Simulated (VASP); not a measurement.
Given:

```xyz
2
Lattice="0.0000 3.0025 3.0025 3.0025 0.0000 3.0025 3.0025 3.0025 0.0000" Properties=species:S:1:pos:R:3 pbc="T T T"
Pb     0.0000     0.0000     0.0000
S      3.0025     3.0025     3.0025
```

These are PBE GGA, VASP's PBE PAW potentials (set 64) (plane waves; VASP) values and carry that method's errors. Numerical set-up: 520 eV cut-off, Gaussian smearing of 0.050 eV, potentials Pb_d S.

Unless said otherwise, spin-orbit coupling is left out, though it shifts the bands of the heavy elements here.

**Question.** Estimate the band gap (along the path) with the smallest direct gap where there is one.

**Answer.** 
```
Quantity                               Result
------------------------------------  -------
band gap (along the path)             0.49 eV
smallest direct gap (along the path)  0.49 eV
```

The absolute energy has meaning only against runs of the same code, potentials and settings.

The compound is PbS in the rock salt structure. It was relaxed first.
